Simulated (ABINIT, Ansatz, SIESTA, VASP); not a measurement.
# CrN2: programs and potentials compared

```
CELL_PARAMETERS angstrom
3.90179 0.00000 0.00000
0.00000 4.80951 0.00000
0.00000 0.00000 2.78417
ATOMIC_POSITIONS crystal
Cr 0.00000 0.00000 0.00000
Cr 0.50000 0.50000 0.50000
N 0.86617 0.58878 0.00000
N 0.13383 0.41123 0.00000
N 0.36617 0.91122 0.50000
N 0.63383 0.08878 0.50000
```

The cell comes from a database or a generator and needn't be the stable form of this composition.

Alike in all runs: task single point; functional PBE; k mesh 7 × 6 × 10; occupations fermi-dirac, width 0.05 eV; collinear spin, ferromagnetic start; no spin-orbit coupling. Pressure is positive in compression and, in plane waves, holds the error of the finite cutoff, which Ansatz's Pulay term estimates and takes out.

```
                                                                                   program and potentials  plane-wave cutoff (eV)                                                                     notes  pressure (GPa)  net moment per atom (μB)  largest force (eV/Å)
                                                                                       Ansatz, Ansatz PAW                     420  8 valence electrons an atom on average; Pulay term of +0.75 GPa included           -0.98                      0.71                 0.080
                                                                     VASP, PBE PAW files Cr_pv, N, 520 eV                     520                                 7.33 valence electrons an atom on average           -0.64                      0.71                 0.095
                                                                                 ABINIT, JTH PAW PBE v2.0                     707                                    8 valence electrons an atom on average           -0.97                      0.71                 0.049
SIESTA, files PseudoDojo sr-pbe-0.4.1-standard, DZP (energy shift 0.003 Ry; two zetas on semicore shells)                       -                      atomic basis; 8 valence electrons an atom on average            2.28                      0.71                 0.843
```

Force on atom 3 (N), eV/Å:

```
                                                                                   program and potentials       x       y      z
                                                                                       Ansatz, Ansatz PAW  -0.079   0.012  0.000
                                                                     VASP, PBE PAW files Cr_pv, N, 520 eV  -0.091   0.026  0.000
                                                                                 ABINIT, JTH PAW PBE v2.0   0.002  -0.049  0.000
SIESTA, files PseudoDojo sr-pbe-0.4.1-standard, DZP (energy shift 0.003 Ry; two zetas on semicore shells)  -0.627   0.563  0.000
```

The pressure spans -0.98 (Ansatz, Ansatz PAW) to 2.28 GPa (SIESTA, files PseudoDojo sr-pbe-0.4.1-standard, DZP (energy shift 0.003 Ry; two zetas on semicore shells)). All agree on the net moment per atom. The state is the one that the start led to, which needn't be the lowest. The pressure on the cell as given of SIESTA, files PseudoDojo sr-pbe-0.4.1-standard, DZP (energy shift 0.003 Ry; two zetas on semicore shells) lies far from the others; the cause wasn't traced. Rows in atomic bases carry the error of their basis and grid, which can be large.

Differences between rows come from potentials, basis sets and numerical settings, since the functional is the same but for its coding. Runs on potential files found faulty are left out.
